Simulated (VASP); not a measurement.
Here is the system:

```
CELL_PARAMETERS angstrom
     -1.72813     1.72813     1.72813
      1.72813    -1.72813     1.72813
      1.72813     1.72813    -1.72813
ATOMIC_POSITIONS crystal
  Li 0.00000 0.00000 0.00000
```

Calculation: r2SCAN meta-GGA, VASP's PBE PAW potentials (set 64) (plane waves; VASP 6.6.1). Run with 520 eV cut-off, 17×17×17 Γ-centred mesh, tetrahedra with Blöchl corrections, potentials Li_sv.

Problem. Give the energies of bands 2 to 4 at the high-symmetry points, in eV from the Fermi level.

Solution. 
```
band      Γ     H      N     P
----  -----  ----  -----  ----
2     -3.88  5.97   0.25  3.59
3     16.07  5.97   3.41  3.59
4     16.07  5.97  11.31  3.59
```

It has no gap at this level: it comes out as a metal or semimetal.

The compound is Li in the bcc structure. It was relaxed first.
